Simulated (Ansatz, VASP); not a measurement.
# Cross-check of GaH2N (H-GaN-H chair, 1 layer) between VASP and Ansatz, part 2 of 2

One calculation is typed for both programs; each brings its own data sets. How far apart do they land? Of the first pair: The structure shown is the start of the Ansatz relaxation below; VASP solves that cell, so the two are compared at the walk's first step.

VASP 6.6.1 and Ansatz 0.2.0.

So far: The structure; Ansatz: relaxation, PBE.

**3. VASP: single point, PBE, start cell, pair 1**

Level of this step: PBE; plane waves and PAW (H, N, Ga_d) (VASP).

The same cell, functional, mesh and smearing now go to VASP, with its own data sets.

Lines of VASP's logs that name or quote its potential files are left out, and so is its time.

INCAR reads:

```
SYSTEM = GaH2N
PREC = Accurate
ENCUT = 520
EDIFF = 1E-06
NELM = 120
ISMEAR = -1
SIGMA = 0.05
LREAL = .FALSE.
ALGO = Normal
GGA = PE
NBANDS = 16
LORBIT = 11
LWAVE = .FALSE.
LCHARG = .FALSE.
ISIF = 2
LDIPOL = .TRUE.
IDIPOL = 3
DIPOL = 0.5 0.5 0.492
LVHAR = .TRUE.
LASPH = .TRUE.
GGA_COMPAT = .FALSE.
EFERMI = MIDGAP
NELMDL = -8
```

POSCAR reads:

```
GaH2N
1.0
    3.1845000000      0.0000000000      0.0000000000
   -1.5922500000      2.7578580000      0.0000000000
    0.0000000000      0.0000000000     18.1933330000
H N Ga
2 1 1
Direct
    0.6666666667      0.3333333333      0.4122389229
    0.3333333334      0.6666666666      0.5877610771
    0.6666666667      0.3333333333      0.4683034164
    0.3333333334      0.6666666666      0.5036643368
```

KPOINTS reads:

```
Automatic mesh
0
Gamma
12 12 1
0 0 0
```

Potentials, in the order of the species: H, N and Ga_d (PBE family, release 64).

On the command line:

```bash
> mpirun -np 1 vasp_std
```

Numbers of over 12 decimals in the logs are rounded to 6 here.

Log:

```text
[banner, memory and clock lines left out]
running    1 mpi-ranks, on    1 nodes
 distrk:  each k-point on    1 cores,    1 groups
 distr:  one band on    1 cores,    1 groups

 POSCAR found type information on POSCAR H N Ga
 POSCAR found :  3 types and       4 ions
 LDA part: xc-table for (Slater+PW92), standard interpolation
 POSCAR, INCAR and KPOINTS ok, starting setup
 FFT: planning ... GRIDC
 FFT: planning ... GRID_SOFT
 FFT: planning ... GRID
 WAVECAR not read
 entering main loop
       N       E                     dE             d eps       ncg     rms          rms(c)
DAV:   1     0.135150379168E+03    0.13515E+03   -0.91390E+03   608   0.114E+03
DAV:   2    -0.124526015907E+01   -0.13640E+03   -0.12906E+03   728   0.272E+02
DAV:   3    -0.209666792737E+02   -0.19721E+02   -0.19582E+02   776   0.999E+01
DAV:   4    -0.217011423872E+02   -0.73446E+00   -0.73415E+00   920   0.232E+01
DAV:   5    -0.217060901972E+02   -0.49478E-02   -0.49477E-02   776   0.172E+00
DAV:   6    -0.217061884235E+02   -0.98226E-04   -0.98226E-04   984   0.266E-01
DAV:   7    -0.217061899573E+02   -0.15338E-05   -0.15338E-05   808   0.274E-02
DAV:   8    -0.217061900387E+02   -0.81414E-07   -0.81369E-07   728   0.584E-03    0.900E+00
DAV:   9    -0.190825557012E+02    0.26236E+01   -0.79676E+00   960   0.362E+01    0.345E+00
DAV:  10    -0.189644414734E+02    0.11811E+00   -0.98501E-01   864   0.767E+00    0.246E+00
DAV:  11    -0.188556479334E+02    0.10879E+00   -0.33857E-01   904   0.626E+00    0.605E-01
DAV:  12    -0.188377592934E+02    0.17889E-01   -0.90910E-02   992   0.392E+00    0.275E-01
DAV:  13    -0.188311174740E+02    0.66418E-02   -0.94153E-03   856   0.120E+00    0.101E-01
DAV:  14    -0.188277184684E+02    0.33990E-02   -0.23186E-03   800   0.382E-01    0.848E-02
[...]
DAV:  20    -0.188287291571E+02   -0.89821E-04   -0.25167E-05   704   0.528E-02    0.527E-03
DAV:  21    -0.188288201887E+02   -0.91032E-04   -0.11913E-05   688   0.178E-02    0.267E-03
DAV:  22    -0.188288395522E+02   -0.19363E-04   -0.72370E-07   680   0.792E-03    0.124E-03
DAV:  23    -0.188288619753E+02   -0.22423E-04   -0.13614E-06   600   0.485E-03    0.111E-03
DAV:  24    -0.188288649860E+02   -0.30107E-05   -0.28953E-07   640   0.716E-03    0.434E-04
DAV:  25    -0.188288669488E+02   -0.19629E-05   -0.89116E-08   544   0.412E-03    0.278E-04
DAV:  26    -0.188288685469E+02   -0.15980E-05   -0.60381E-08   496   0.145E-03    0.294E-04
DAV:  27    -0.188288690127E+02   -0.46588E-06   -0.12739E-08   608   0.822E-04
   1 F= -.18828869E+02 E0= -.18828869E+02  d E =-.111984E-13
```

OUTCAR, selected parts (step 3):

```text
ion  position               nearest neighbor table
   1  0.667  0.333  0.412-   3 1.02
   2  0.333  0.667  0.588-   4 1.53
   3  0.667  0.333  0.468-   1 1.02   4 1.95   4 1.95   4 1.95
   4  0.333  0.667  0.504-   2 1.53   3 1.95   3 1.95   3 1.95

  LATTYP: Found a hexagonal cell.
 ALAT       =     3.1845000000
 C/A-ratio  =     5.7130893390

 Subroutine GETGRP returns: Found  6 space group operations
 (whereof  6 operations were pure point group operations)

The static configuration has the point symmetry C_3v.

 Found     19 irreducible k-points:

   k-points           NKPTS =     19   k-points in BZ     NKDIM =     19   number of bands    NBANDS=     16

   dimension x,y,z NGX =    24 NGY =   24 NGZ =  140
   dimension x,y,z NGXF=    48 NGYF=   48 NGZF=  280

   ENCUT  =  520.0 eV  38.22 Ry    6.18 a.u.   5.92  5.92 33.83*2*pi/ulx,y,z

   NELECT =      20.0000    total number of electrons

 k-points in reciprocal lattice and weights: Automatic mesh
   0.00000000  0.00000000  0.00000000       0.007
   0.08333333 -0.00000000  0.00000000       0.042
   0.16666667  0.00000000  0.00000000       0.042
   0.25000000  0.00000000  0.00000000       0.042
   0.33333333  0.00000000  0.00000000       0.042
   0.41666667  0.00000000  0.00000000       0.042
   0.50000000  0.00000000  0.00000000       0.021
   0.08333333  0.08333333  0.00000000       0.042
   0.16666667  0.08333333  0.00000000       0.083
[...]
0.33333333  0.25000000  0.00000000       0.083
   0.33333333  0.33333333  0.00000000       0.014

 dipolmoment           0.000000      0.000000      0.189279 electrons x Angstroem

 average (electrostatic) potential at core
       1 -42.3130       2 -37.5616       3 -71.4579       4 -72.0498

 E-fermi :  -2.8622

 k-point     1 :       0.0000    0.0000    0.0000
  band No.  band energies     occupation
    ...
      6     -16.3862      2.00000
      7     -10.8677      2.00000
      8      -5.5352      2.00000
      9      -4.3753      2.00000
     10      -4.3753      2.00000
     11      -1.3491      0.00000
     12       0.1407      0.00000
     13       1.0570      0.00000
     14       2.6610      0.00000
     15       3.1185      0.00000
    ...

 k-point     2 :       0.0833   -0.0000    0.0000
  band No.  band energies     occupation
    ...
      6     -16.3820      2.00000
      7     -10.8092      2.00000
      8      -5.5568      2.00000
      9      -4.7667      2.00000
     10      -4.4758      2.00000
     11      -1.1417      0.00000
     12       0.3709      0.00000
     13       1.2775      0.00000
     14       2.7773      0.00000
     15       3.2637      0.00000
    ...

 k-point     3 :       0.1667    0.0000    0.0000
  band No.  band energies     occupation
    ...
      6     -16.3557      2.00000
      7     -10.6445      2.00000
      8      -6.0852      2.00000
      9      -5.1179      2.00000
     10      -4.7388      2.00000
     11      -0.6969      0.00000
     12       0.8940      0.00000
     13       1.8729      0.00000
     14       3.1025      0.00000
     15       3.6658      0.00000
    ...

  Total        1.4716030      1.4716031      1.6656880     -0.0000000      0.0000000     -0.0000000
  in kB       14.7562436     14.7562447     16.7023978     -0.0000000      0.0000000     -0.0000000
  external PRESSURE =      15.4049620 kB  Pullay stress =       0.0000000 kB

  energy-cutoff  :      520.00
  volume of cell :      159.78
      direct lattice vectors                 reciprocal lattice vectors
     3.184500000  0.000000000  0.000000000     0.314021039  0.181300125  0.000000000
    -1.592250000  2.757858000  0.000000000     0.000000000  0.362600250  0.000000000
     0.000000000  0.000000000 18.193333000     0.000000000  0.000000000  0.054965190

 POSITION                                       TOTAL-FORCE (eV/Angst)
 -----------------------------------------------------------------------------------
      1.59225      0.91929      7.50000         0.000000     -0.000000     -0.348289
      0.00000      1.83857     10.69333         0.000000      0.000000      0.304018
      1.59225      0.91929      8.52000        -0.000000     -0.000000     -0.995191
      0.00000      1.83857      9.16333        -0.000000     -0.000000      1.039462
 -----------------------------------------------------------------------------------
    total drift:                                0.000001     -0.000001      0.000231

  FREE ENERGIE OF THE ION-ELECTRON SYSTEM (eV)
  ---------------------------------------------------
  free  energy   TOTEN  =       -18.8288690127 eV

  energy  without entropy=      -18.8288690127  energy(sigma->0) =      -18.82886901

 vacuum level on the upper side and lower side of the slab         3.662        -0.238

 total charge
# of ion       s       p       d       tot
------------------------------------------
    1        0.648   0.085   0.000   0.733
    2        0.549   0.011   0.000   0.560
    3        1.227   2.613   0.000   3.840
    4        0.831   0.957  10.129  11.917
--------------------------------------------------
tot          3.256   3.665  10.129  17.050

[... 3 further parts left out ...]
```

**4. Differences**

Known differences besides the potentials themselves: the cutoff is 420 eV in Ansatz and 520 eV in VASP. Total energies have different zeros and are not compared.

Forces (eV/Å; atoms numbered as in POSCAR):

```
atom        Ansatz x, y, z          VASP x, y, z
  H1  0.000, 0.000, -0.330  0.000, 0.000, -0.348
  H2   0.000, 0.000, 0.339   0.000, 0.000, 0.304
  N3  0.000, 0.000, -0.974  0.000, 0.000, -0.995
 Ga4   0.000, 0.000, 0.965   0.000, 0.000, 1.039
```

The forces differ by 25 meV/Å r.m.s., which is 5.8 % of the r.m.s. force of 0.436 eV/Å (both taken over all components). With vacuum in the cell, a pressure given here is an average over mostly empty space and none of the material.

**5. Ansatz: relaxation, PBE**

This run makes the geometry at which the two programs are then compared.

The structure compared here is the end of the Ansatz relaxation.

input.yaml reads:

```yaml
crystal:
  lattice:
    - [3.1845, 0.0, 0.0]
    - [-1.59225, 2.7578578984, 0.0]
    - [0.0, 0.0, 18.1933333333]
  atoms:
    - { symbol: H, position: [0.6666666667, 0.3333333333, 0.4122389154] }
    - { symbol: "N", position: [0.6666666667, 0.3333333333, 0.4683034078] }
    - { symbol: Ga, position: [0.3333333333, 0.6666666667, 0.5036643459] }
    - { symbol: H, position: [0.3333333333, 0.6666666667, 0.5877610846] }
kpoints:
  mp_grid: { grid: [12, 12, 1] }
hamiltonian:
  xc: pbe
scf:
  occupations: { method: fermi_dirac, width: 0.05 }
  convergence: { dr2_threshold: 1.0e-08 }
efield:
  axis: 3
  dipole_correction: true
  ramp_position: 0.97
  ramp_width: 0.04
relax:
  f_tol: 0.01
  cell: { fix: [c, alpha, beta] }
output:
  write_potential: true
  write_density: true
  volumetric_format: npy
```

On the command line:

```bash
> ansatz run input.yaml --threads 2 --pin off --max-ram 4096MiB --backend cpu --events-out ev --progress --plain --runs-dir out
```

Log:

```text
[...]
Crystal: 4 atoms, lattice volume = 159.781 Å³
Basis set: ecut = 420 eV, 3145 PW (Γ), exchange–correlation on 48×48×250 points (8 copies of the dense FFT grid, shifted against one another)
[...]
cell:  # Å, volume = 163.6170 Å³
    - [3.222498, 0, 0]
    - [-1.611249, 2.790766, 0]
    - [0, 0, 18.1933333333]
  atoms:
    - { symbol: H, position: [0.666667, 0.333333, 0.409745] }
    - { symbol: N, position: [0.666667, 0.333333, 0.466073] }
    - { symbol: Ga, position: [0.333333, 0.666667, 0.505497] }
    - { symbol: H, position: [0.333333, 0.666667, 0.590653] }
[key lines of the parts left out:]
SCF converged after 7 iterations
Free energy (F): -4199.624973 eV
Fermi energy:    -1.997589 eV
Dipole field:    D = -0.181123 V/Å  (p = -0.163772 e·Å, saw-weighted, corrected)
Work function:   Φ+ = 5.9434 eV   Φ− = 2.6483 eV
P = ⅓ Tr σ = 0.0282 GPa (0.282 kbar)
```

**6. VASP: single point, PBE, relaxed cell, pair 2**

The same cell, functional, mesh and smearing now go to VASP, with its own data sets.

INCAR: that of step 3 with these lines changed.

```diff
@@ -2,3 +2,3 @@
 PREC = Accurate
-ENCUT = 520
+ENCUT = 600
 EDIFF = 1E-06
```

POSCAR reads:

```
GaH2N
1.0
    3.2224984695      0.0000000000      0.0000000000
   -1.6112492347      2.7907655382      0.0000000000
    0.0000000000      0.0000000000     18.1933333333
H N Ga
2 1 1
Direct
    0.6666666667      0.3333333333      0.4097448345
    0.3333333334      0.6666666666      0.5906525691
    0.6666666667      0.3333333333      0.4660731212
    0.3333333334      0.6666666666      0.5054972289
```

KPOINTS is that of step 3.

On the command line:

```bash
> mpirun -np 1 vasp_std
```

Log:

```text
[... set-up lines as in an earlier step ...]
 entering main loop
       N       E                     dE             d eps       ncg     rms          rms(c)
DAV:   1     0.137996319681E+03    0.13800E+03   -0.97219E+03   608   0.125E+03
DAV:   2    -0.753055765810E+00   -0.13875E+03   -0.13078E+03   744   0.280E+02
DAV:   3    -0.208124393707E+02   -0.20059E+02   -0.19905E+02   744   0.101E+02
DAV:   4    -0.216367759259E+02   -0.82434E+00   -0.82381E+00   880   0.249E+01
[...]
DAV:  25    -0.189041703926E+02   -0.18924E-05   -0.66304E-08   512   0.269E-03    0.238E-04
DAV:  26    -0.189041718853E+02   -0.14928E-05   -0.53640E-08   488   0.211E-03    0.172E-04
DAV:  27    -0.189041723585E+02   -0.47313E-06   -0.13583E-08   632   0.139E-03
   1 F= -.18904172E+02 E0= -.18904172E+02  d E =-.982037E-14
```

OUTCAR, selected parts (step 6):

```text
  Total        0.0062134      0.0062134     -0.0357355      0.0000000      0.0000000      0.0000000
  in kB        0.0608434      0.0608434     -0.3499304      0.0000000      0.0000000      0.0000000
  external PRESSURE =      -0.0760812 kB  Pullay stress =       0.0000000 kB

 POSITION                                       TOTAL-FORCE (eV/Angst)
 -----------------------------------------------------------------------------------
      1.61125      0.93026      7.45462         0.000000      0.000000     -0.017183
      0.00000      1.86051     10.74594         0.000000      0.000000     -0.030610
      1.61125      0.93026      8.47942        -0.000000      0.000000     -0.019322
      0.00000      1.86051      9.19668         0.000000     -0.000000      0.067115
 -----------------------------------------------------------------------------------
    total drift:                                0.000000     -0.000000     -0.000141

  FREE ENERGIE OF THE ION-ELECTRON SYSTEM (eV)
  ---------------------------------------------------
  free  energy   TOTEN  =       -18.9041723585 eV

  energy  without entropy=      -18.9041723585  energy(sigma->0) =      -18.90417236

[... 1 part as in an earlier step ...]

[... 2 further parts left out ...]
[key lines of the parts left out:]
E-fermi :  -2.6729
```

**7. Side by side**

What differs besides the data sets and the points named for the pairs above, as far as they apply: the cutoff is 420 eV in Ansatz and 600 eV in VASP; Ansatz's pressure holds a Pulay correction, VASP's none. Total energies have different zeros and are not compared.

Both answers:

```
              quantity  Ansatz   VASP  difference
        pressure (GPa)    0.03  -0.01       +0.04
gap on the k mesh (eV)   2.983  2.982      +0.001
```

Forces (eV/Å; atoms numbered as in POSCAR):

```
atom        Ansatz x, y, z          VASP x, y, z
  H1  0.000, 0.000, -0.003  0.000, 0.000, -0.017
  H2  0.000, 0.000, -0.001  0.000, 0.000, -0.031
  N3   0.000, 0.000, 0.001  0.000, 0.000, -0.019
 Ga4   0.000, 0.000, 0.003   0.000, 0.000, 0.067
```

The forces differ by 22 meV/Å r.m.s., where the r.m.s. force is 0.001 eV/Å in Ansatz and 0.023 eV/Å in VASP: the atoms lie near their places of rest in Ansatz, so a percentage would say little (all taken over all components). A gap on the mesh is an upper bound, since the band edges may lie between its points. With vacuum in the cell, a pressure given here is an average over mostly empty space and none of the material.

**8. Summary of results**

```yaml
r_m_s_force_difference_single_point_pbe_start_cell_pair_1: 5.8 % of the r.m.s. force
r_m_s_force_difference_single_point_pbe_relaxed_cell_pair_2: 22 meV/Å
```

The r.m.s. force difference is 5.8 % of the r.m.s. force (single point, PBE, start cell, pair 1), beyond the 3 % picked in this series as the mark of a large difference. What causes the difference of the single point, PBE, start cell, pair 1 pair stays open here. What causes the difference of the single point, PBE, relaxed cell, pair 2 pair stays open here. How closely two codes agree says nothing of how well the functional describes the real material.

[Lines on the potential files, build, host, timing and source positions are cut from VASP's logs without a mark.]

[Logs are printed without paths, hosts, clocks, repeated set-up lines and the standing remarks that a program may print on its own settings, such as how far it seeks lower states.]

[Hosts, paths, dates, database ids (printed as entryN), source tags and the programs' standing remarks are cut or masked in the printed files.]
